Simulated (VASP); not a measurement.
All values below come from PBE GGA, VASP's PBE PAW potentials (set 64) (plane waves; VASP).

The input files of a VASP run:

**KPOINTS**
```
Automatic mesh
0
Gamma
1 1 1
0 0 0
```

INCAR:
```
ALGO = Fast
EDIFF = 1E-5
EDIFFG = -0.03
ENCUT = 400
GGA = PE
IBRION = 2
ISIF = 2
ISMEAR = 0
ISPIN = 2
ISYM = 0
LASPH = .True.
LCHARG = .False.
LORBIT = 10
LREAL = Auto
LWAVE = .True.
MAGMOM = 72*0.0139
NELM = 100
NELMIN = 4
NSW = 120
NUPDOWN = 1
PREC = Normal
SIGMA = 0.05
SYSTEM = Al35CN36
```

**POSCAR**
```
Al35CN36
1
    4.6932676572    -8.1289780182     0.0000000000
    4.6932676572     8.1289780182     0.0000000000
    0.0000000000     0.0000000000    10.0192026154
Al N C
35 36 1
Direct
  0.2208170424   0.1122207358   0.2493438063
  0.1125807976   0.2241340762   0.9962831752
  0.2233171542   0.1121016472   0.7499785531
  0.1040930552   0.2201284083   0.4966186423
  0.2141111073   0.4403927126   0.2548295653
  0.1125784333   0.5551112640   0.9963013153
  0.2253885712   0.4460396311   0.7324416593
  0.1041586634   0.5506690023   0.4966355557
  0.2208126649   0.7752555028   0.2493710789
  0.1131947767   0.8899102030   0.0005260883
  0.2232992462   0.7778521432   0.7499499177
  0.1143851366   0.8904271087   0.4995054385
  0.5543864818   0.1104724164   0.2520882722
  0.4454478418   0.2239820207   0.0012553951
  0.5566063517   0.1116385943   0.7499030325
  0.4394223701   0.2266510791   0.5017454243
  0.5507116835   0.4496961828   0.2537758843
  0.4423288107   0.5543729542   0.9993066873
  0.5611357976   0.4458067973   0.7479202505
  0.5506852381   0.7675575704   0.2537300798
  0.4454837359   0.8880981601   0.0012666633
  0.5611075715   0.7819062172   0.7479167954
  0.4393991905   0.8792449196   0.5018007340
  0.8862882640   0.1089535329   0.2497994684
  0.7780446745   0.2223454294   0.0008211236
  0.8909049971   0.1130651403   0.7501498063
  0.7746833275   0.2206255981   0.4991357850
  0.8862414591   0.4438980585   0.2497981524
  0.7775789918   0.5558445761   0.0007423016
  0.8908910035   0.4444293123   0.7501406282
  0.7797744536   0.5629106026   0.5038568926
  0.8896293343   0.7780757324   0.2496819963
  0.7775493778   0.8883035231   0.0007249617
  0.8928399469   0.7797166543   0.7524893743
  0.7797234492   0.8833934637   0.5038497158
  0.2207205255   0.1119452981   0.4404985850
  0.1079339097   0.2194298657   0.1869221167
  0.2241663462   0.1119612681   0.9411514970
  0.1114500798   0.2205342533   0.6892478160
  0.1884120782   0.4274148408   0.4356821569
  0.1078792415   0.5551339657   0.1869502556
  0.2260588540   0.4463488286   0.9292759470
  0.1114607100   0.5575375685   0.6892552208
  0.2208036539   0.7754202690   0.4404447266
  0.1123759865   0.8895139615   0.1911913541
  0.2242874604   0.7789246125   0.9411181309
  0.1140126509   0.8903480016   0.6914351990
  0.5499502398   0.1082360171   0.4435003897
  0.4458959016   0.2259425349   0.1955042048
  0.5551925204   0.1108671358   0.9424041765
  0.4460120226   0.2242915014   0.6913964408
  0.5498790150   0.4701284146   0.4543125377
  0.4366646751   0.5515835268   0.1892043911
  0.5553437731   0.4459891298   0.9385188428
  0.4628610797   0.5647135353   0.6628006389
  0.5497938388   0.7463088157   0.4543510659
  0.4459167004   0.8865574012   0.1954579440
  0.5552834364   0.7758801402   0.9385474490
  0.4460426895   0.8883837502   0.6914545430
  0.8762959281   0.0999994351   0.4409388035
  0.7757612992   0.2211304621   0.1919315792
  0.8885187899   0.1109256930   0.9413145882
  0.7783322343   0.2224342714   0.6911469685
  0.8762475395   0.4428296577   0.4409529351
  0.7728501628   0.5547861633   0.1928695479
  0.8885608736   0.4441912892   0.9413201151
  0.7824122537   0.5581956833   0.6935261503
  0.8938282446   0.7802172641   0.4408018908
  0.7729260160   0.8846822504   0.1928625392
  0.8905909891   0.7786338678   0.9433744288
  0.7824363066   0.8908442154   0.6935400547
  0.5202349720   0.5933861399   0.5230505482
```

POTCAR, in this order: Al N C (PBE.64 set). Program: vasp_gam.

Output of the run:

File OSZICAR:
```
       N       E                     dE             d eps       ncg     rms          rms(c)
DAV:   1     0.178421714974E+04    0.17842E+04   -0.13281E+05   752   0.122E+03
DAV:   2    -0.424065239747E+03   -0.22083E+04   -0.21028E+04   944   0.292E+02
DAV:   3    -0.610365386738E+03   -0.18630E+03   -0.18464E+03   856   0.906E+01
DAV:   4    -0.614399564687E+03   -0.40342E+01   -0.40073E+01   856   0.144E+01
DAV:   5    -0.614487893661E+03   -0.88329E-01   -0.88199E-01   864   0.208E+00    0.509E+01
RMM:   6    -0.528910982555E+03    0.85577E+02   -0.34565E+02   736   0.324E+01    0.179E+01
RMM:   7    -0.531041190183E+03   -0.21302E+01   -0.42842E+01   736   0.135E+01    0.127E+01
RMM:   8    -0.530822248302E+03    0.21894E+00   -0.31249E+00   736   0.434E+00    0.284E+00
RMM:   9    -0.530949998849E+03   -0.12775E+00   -0.64622E-01   738   0.177E+00    0.136E+00
RMM:  10    -0.530954718246E+03   -0.47194E-02   -0.20045E-01   758   0.793E-01    0.800E-01
RMM:  11    -0.530961259891E+03   -0.65416E-02   -0.52969E-02   747   0.416E-01    0.434E-01
RMM:  12    -0.530964626095E+03   -0.33662E-02   -0.10172E-02   737   0.230E-01    0.126E-01
RMM:  13    -0.530964949383E+03   -0.32329E-03   -0.25973E-03   755   0.105E-01    0.130E-01
RMM:  14    -0.530965005601E+03   -0.56218E-04   -0.95765E-04   744   0.592E-02    0.397E-02
RMM:  15    -0.530965026122E+03   -0.20521E-04   -0.29363E-04   742   0.314E-02    0.170E-02
RMM:  16    -0.530965030865E+03   -0.47430E-05   -0.67279E-05   610   0.152E-02
   1 F= -.53096503E+03 E0= -.53096503E+03  d E =-.530965E+03  mag=     1.0000
       N       E                     dE             d eps       ncg     rms          rms(c)
DAV:   1    -0.530965201302E+03   -0.17518E-03   -0.58712E-02   816   0.610E-01    0.455E-02
RMM:   2    -0.530965243360E+03   -0.42058E-04   -0.11698E-03   736   0.761E-02    0.272E-02
RMM:   3    -0.530965226430E+03    0.16930E-04   -0.15196E-04   737   0.276E-02    0.171E-02
RMM:   4    -0.530965220101E+03    0.63296E-05   -0.65673E-05   660   0.153E-02
   2 F= -.53096522E+03 E0= -.53096522E+03  d E =-.189236E-03  mag=     1.0000
       N       E                     dE             d eps       ncg     rms          rms(c)
DAV:   1    -0.530965252082E+03   -0.25652E-04   -0.41522E-03   824   0.162E-01    0.132E-02
RMM:   2    -0.530965253739E+03   -0.16569E-05   -0.75226E-05   642   0.195E-02    0.654E-03
RMM:   3    -0.530965252182E+03    0.15573E-05   -0.10223E-05   449   0.704E-03    0.341E-03
RMM:   4    -0.530965251894E+03    0.28802E-06   -0.28660E-06   439   0.328E-03
   3 F= -.53096525E+03 E0= -.53096525E+03  d E =-.221029E-03  mag=     1.0000
```

OUTCAR:
```
------------------------ aborting loop because EDIFF is reached ----------------------------------------
  FORCE on cell =-STRESS in cart. coord.  units (eV):
  Direction    XX          YY          ZZ          XY          YZ          ZX
  --------------------------------------------------------------------------------------
  Total      -13.9627035    -19.1868162    -32.0009885     -4.7414055     -2.5089245      4.3586564
  in kB      -29.2621123    -40.2104626    -67.0655591     -9.9367247     -5.2580384      9.1345843
  external PRESSURE =     -45.5127113 kB  Pullay stress =       0.0000000 kB
  volume of cell :      764.49
      direct lattice vectors                 reciprocal lattice vectors
     4.693267657 -8.128978018  0.000000000     0.106535582 -0.061508347  0.000000000
     4.693267657  8.128978018  0.000000000     0.106535582  0.061508347  0.000000000
     0.000000000  0.000000000 10.019202615     0.000000000  0.000000000  0.099808342
  FREE ENERGIE OF THE ION-ELECTRON SYSTEM (eV)
  ---------------------------------------------------
  free  energy   TOTEN  =      -530.9652518937 eV

  energy  without entropy=     -530.9652518937  energy(sigma->0) =     -530.96525189

 total charge

# of ion       s       p       d       tot
------------------------------------------
    1        0.360   0.432   0.000   0.792
    2        0.359   0.427   0.000   0.787
    3        0.361   0.434   0.000   0.795
    4        0.365   0.443   0.000   0.808
    5        0.362   0.438   0.000   0.800
    6        0.359   0.427   0.000   0.786
    7        0.356   0.402   0.000   0.758
    8        0.366   0.443   0.000   0.808
    9        0.360   0.432   0.000   0.792
   10        0.361   0.434   0.000   0.794
   11        0.361   0.434   0.000   0.795
   12        0.363   0.435   0.000   0.798
   13        0.360   0.430   0.000   0.789
   14        0.358   0.424   0.000   0.783
   15        0.359   0.427   0.000   0.786
   16        0.355   0.405   0.000   0.760
   17        0.359   0.418   0.000   0.777
   18        0.363   0.438   0.000   0.800
   19        0.364   0.431   0.000   0.795
   20        0.359   0.418   0.000   0.777
   21        0.358   0.424   0.000   0.783
   22        0.364   0.431   0.000   0.795
   23        0.355   0.405   0.000   0.760
   24        0.359   0.427   0.000   0.786
   25        0.360   0.432   0.000   0.793
   26        0.362   0.435   0.000   0.797
   27        0.359   0.428   0.000   0.787
   28        0.359   0.427   0.000   0.787
   29        0.359   0.427   0.000   0.786
   30        0.362   0.435   0.000   0.797
   31        0.365   0.441   0.000   0.806
   32        0.360   0.431   0.000   0.791
   33        0.359   0.427   0.000   0.786
   34        0.361   0.435   0.000   0.796
   35        0.365   0.441   0.000   0.806
   36        1.230   2.591   0.000   3.821
   37        1.228   2.585   0.000   3.813
   38        1.228   2.591   0.000   3.820
   39        1.230   2.593   0.000   3.823
   40        1.239   2.578   0.000   3.817
   41        1.228   2.585   0.000   3.813
   42        1.227   2.561   0.000   3.788
   43        1.230   2.593   0.000   3.823
   44        1.230   2.591   0.000   3.821
   45        1.228   2.591   0.000   3.819
   46        1.228   2.592   0.000   3.820
   47        1.228   2.592   0.000   3.820
   48        1.227   2.558   0.000   3.785
   49        1.228   2.573   0.000   3.801
   50        1.228   2.583   0.000   3.811
   51        1.229   2.594   0.000   3.823
   52        1.217   2.547   0.000   3.763
   53        1.230   2.600   0.000   3.830
   54        1.228   2.585   0.000   3.812
   55        1.218   2.560   0.000   3.778
   56        1.217   2.547   0.000   3.763
   57        1.228   2.573   0.000   3.801
   58        1.228   2.585   0.000   3.813
   59        1.229   2.594   0.000   3.823
   60        1.231   2.584   0.000   3.815
   61        1.228   2.592   0.000   3.820
   62        1.228   2.590   0.000   3.818
   63        1.228   2.590   0.000   3.819
   64        1.231   2.584   0.000   3.815
   65        1.227   2.582   0.000   3.810
   66        1.228   2.589   0.000   3.817
   67        1.230   2.603   0.000   3.832
   68        1.231   2.605   0.000   3.836
   69        1.227   2.582   0.000   3.810
   70        1.228   2.593   0.000   3.821
   71        1.230   2.603   0.000   3.833
   72        0.787   1.558   0.000   2.345
--------------------------------------------------
tot         57.613 109.614   0.000 167.228

 magnetization (x)

# of ion       s       p       d       tot
------------------------------------------
    1       -0.000   0.000   0.000  -0.000
    2        0.000   0.000   0.000   0.000
    3       -0.000   0.000   0.000   0.000
    4       -0.000   0.000   0.000   0.000
    5       -0.000  -0.000   0.000  -0.000
    6        0.000   0.000   0.000   0.000
    7        0.009   0.010   0.000   0.019
    8       -0.000   0.000   0.000   0.000
    9       -0.000   0.000   0.000  -0.000
...
```
(Selected blocks of OUTCAR.)

File CONTCAR:
```
Al35CN36
   1.00000000000000
     4.6932676571999998   -8.1289780181999998    0.0000000000000000
     4.6932676571999998    8.1289780181999998    0.0000000000000000
     0.0000000000000000    0.0000000000000000   10.0192026153999993
  Al              N               C
    35    36     1
Direct
     0.2207973072074559    0.1122230027688794    0.2493734999679131
     0.1125281787923526    0.2241363499182436    0.9962843966320308
     0.2233197780975999    0.1121273213307018    0.7499852845539076
     0.1041023017702788    0.2200253045533964    0.4966439780445259
     0.2140741397954014    0.4403492705083712    0.2548715959350259
     0.1125781124020722    0.5550792185156401    0.9962943048654795
     0.2254644702935624    0.4460349065928175    0.7323901286152007
     0.1041690710756315    0.5506347494454894    0.4966124965869813
     0.2208157399082001    0.7752397719806557    0.2493472433918587
     0.1131881581936306    0.8899060589117369    0.0005305512115754
     0.2233299822918790    0.7778608454898696    0.7499891078433385
     0.1143905149694045    0.8904939295870994    0.4995376016107900
     0.5544201370357763    0.1104825955028767    0.2521242400187393
     0.4454453327529648    0.2239634482184470    0.0012636469854086
     0.5565433020402329    0.1115929822278570    0.7499223946629106
     0.4394161129467596    0.2266667921902727    0.5017474741344903
     0.5506638105017425    0.4496981652608519    0.2537810503080117
     0.4422812562061126    0.5544065539484544    0.9992303593614820
     0.5611334706182031    0.4457779897995238    0.7478904005993000
     0.5506778417924348    0.7675397141283015    0.2537297936095605
     0.4454834015812539    0.8880771430254553    0.0012623953100638
     0.5611377634353999    0.7819515344939458    0.7479103103254958
     0.4394671796078274    0.8793010356887204    0.5018052350773975
     0.8862890825459898    0.1089877034252267    0.2497803835768838
     0.7780504730119604    0.2223159263982051    0.0008170410912976
     0.8909112615498298    0.1130479858351767    0.7501886053089057
     0.7746441228801852    0.2205872186791913    0.4991990442466036
     0.8862315240596707    0.4438336814413822    0.2497858094732888
     0.7775772801670003    0.5558323739332458    0.0007143264883316
     0.8908917805197871    0.4444378151145678    0.7501744165554817
     0.7797534821857612    0.5629148618374570    0.5038379633957143
     0.8896448939685022    0.7781102318582184    0.2496798246220741
     0.7775408848758006    0.8883380800830155    0.0007094926065299
     0.8927911260368855    0.7797093105973165    0.7524948434589520
     0.7797357214964808    0.8834184332364546    0.5038426996618496
     0.2206930446978624    0.1119145340082483    0.4404764469176299
     0.1079216465038249    0.2194286991156915    0.1869517048398112
     0.2242100174298259    0.1119640316664306    0.9411658126662187
     0.1114416987197754    0.2205514002826532    0.6892209165688620
     0.1884347654928371    0.4275495409041860    0.4356526242454450
     0.1078748726144324    0.5551377776153856    0.1869807439104878
     0.2261069932615072    0.4463792935202625    0.9292422450339209
     0.1114499906731374    0.5575468230147804    0.6892106252012410
     0.2207608997154949    0.7753816979533602    0.4404579210287137
     0.1123411957654440    0.8894823368608625    0.1911862937623032
     0.2242468703285377    0.7789141738937313    0.9411474272158379
     0.1139951238485664    0.8903061759294224    0.6914718244748883
     0.5499855291471931    0.1082491440793687    0.4435332408239248
     0.4459237399568437    0.2259716700161331    0.1954987965756341
     0.5551734619360859    0.1108945195404300    0.9424315559820907
     0.4460041001459565    0.2242680321746137    0.6914287992449916
     0.5499037505211154    0.4701415253299204    0.4543127360063409
     0.4367076163752607    0.5516172158769308    0.1891749948982746
     0.5553455552883717    0.4459805585586104    0.9385229143003601
     0.4629321630147856    0.5647600159174654    0.6627508608901641
     0.5498186547476224    0.7463033274420743    0.4543298422277433
     0.4459068068059528    0.8865311585639042    0.1954794044522256
     0.5552880050350837    0.7758608069041679    0.9385450659211214
     0.4460021776744200    0.8883581561106658    0.6914539414154773
     0.8763064714583142    0.1000401315998179    0.4409548606945823
     0.7757355973700791    0.2211515930004667    0.1919275913606674
     0.8884881953474202    0.1109069012348961    0.9413131118637761
     0.7783425338838399    0.2224680992300787    0.6911907718705469
     0.8762795900959643    0.4428293846617792    0.4409622863208120
     0.7728545526031361    0.5547932859613546    0.1928508605571195
     0.8885162995681383    0.4442050216386744    0.9413104499731229
     0.7824682620396730    0.5582018198378582    0.6935212863776135
     0.8938969774476322    0.7802214612932394    0.4407810288061009
     0.7728989594552226    0.8846376394088641    0.1928564474163743
     0.8905742848996742    0.7785848257784652    0.9433843450720399
     0.7824438340900499    0.8908478298788242    0.6935214589597964
     0.5202307653268634    0.5933990847693232    0.5229868220863348
```

At this cut-off the stress carries a Pulay error, which pulls relaxed volumes low. The supercell is sampled at Γ alone, which is coarse: total energies, pressure and levels can be off, energies of defects by several tenths of an eV.

The cell is a supercell with a defect, built from AlN (wurtzite): C_Al.
